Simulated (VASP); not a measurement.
Consider the following.

```xyz
6
Lattice="4.1621 0.0000 0.0000 0.0000 4.1621 0.0000 0.0000 0.0000 2.6482" Properties=species:S:1:pos:R:3 pbc="T T T"
Si     2.0810     2.0810     1.3241
Si     0.0000     0.0000     0.0000
O      2.8850     2.8850     0.0000
O      1.2771     1.2771     0.0000
O      3.3581     0.8039     1.3241
O      0.8039     3.3581     1.3241
```

These are PBE GGA, VASP's PBE PAW potentials (set 64) (plane waves; VASP 6.6.1) values and carry that method's errors. Numerical set-up: 400 eV cut-off, 4×4×6 Γ-centred mesh, Gaussian smearing of 0.010 eV, potentials Si O.

Give the energies of bands 6 to 19 at the high-symmetry points, in eV from the valence-band maximum.

```csv
band,Γ,X,M,Z,R,A
6,-6.52,-9.43,-7.92,-9.65,-9.51,-10.88
7,-6.52,-4.59,-6.00,-7.04,-8.20,-8.31
8,-6.36,-4.59,-6.00,-7.04,-8.20,-8.31
9,-5.45,-4.54,-4.09,-6.36,-6.65,-4.62
10,-5.21,-4.54,-4.09,-6.36,-6.65,-4.62
11,-3.18,-3.93,-3.31,-4.65,-4.03,-4.52
12,-3.18,-3.93,-3.31,-4.65,-4.03,-4.52
13,-2.56,-2.73,-2.65,-3.12,-2.33,-1.83
14,-0.88,-2.73,-2.65,-3.12,-2.33,-1.83
15,-0.88,-1.09,-2.34,-2.75,-1.79,-1.58
16,0.00,-1.09,-2.34,-2.75,-1.79,-1.58
17,5.91,7.97,7.62,9.34,9.00,7.43
18,6.80,7.97,7.62,9.34,9.00,7.43
19,8.71,9.26,10.26,12.85,10.01,11.10
```

The gap is direct, 5.91 eV, from the valence maximum at Γ to the conduction minimum at Γ.

The structure comes from a computed database's SiO2 entry; how it stands against other phases isn't given here. The cell was not relaxed at this level.
